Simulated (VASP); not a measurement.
BaZrO$_{3}$ (cubic perovskite): the band gap from VASP (plane waves, PAW) at several levels of theory. Gaps are without spin-orbit coupling. Each level names its cell: its own relaxed one, PBE's, or the starting one. A gap is the smallest over the k-mesh and a band path; hybrids may have named points in place of the path, and GW has the mesh alone.

| level | band gap (eV) |
|---|---|
| LDA (own cell) | 3.11 |
| PBE (own cell) | 3.12 |
| PBEsol (starting cell) | 3.11 |
| SCAN (own cell) | 3.66 |
| r2SCAN (own cell) | 3.66 |

The cell of the LDA (own cell) run:

```yaml
crystal:
  lattice:
    - [4.15980, 0.00000, 0.00000]
    - [0.00000, 4.15980, 0.00000]
    - [0.00000, 0.00000, 4.15980]
  atoms:
    - { symbol: Ba, position: [0.00000, 0.00000, 0.00000] }
    - { symbol: Zr, position: [0.50000, 0.50000, 0.50000] }
    - { symbol: O, position: [0.50000, 0.00000, 0.50000] }
    - { symbol: O, position: [0.00000, 0.50000, 0.50000] }
    - { symbol: O, position: [0.50000, 0.50000, 0.00000] }
```

Only levels that ran to the end are used. Left out are those held back, those with too coarse a band path, GW runs whose mesh misses a band edge, hybrids' fits of cells that aren't cubic and levels without matching references; a question may draw on a part of the rest.

The compound is BaZrO3 in the cubic perovskite structure.
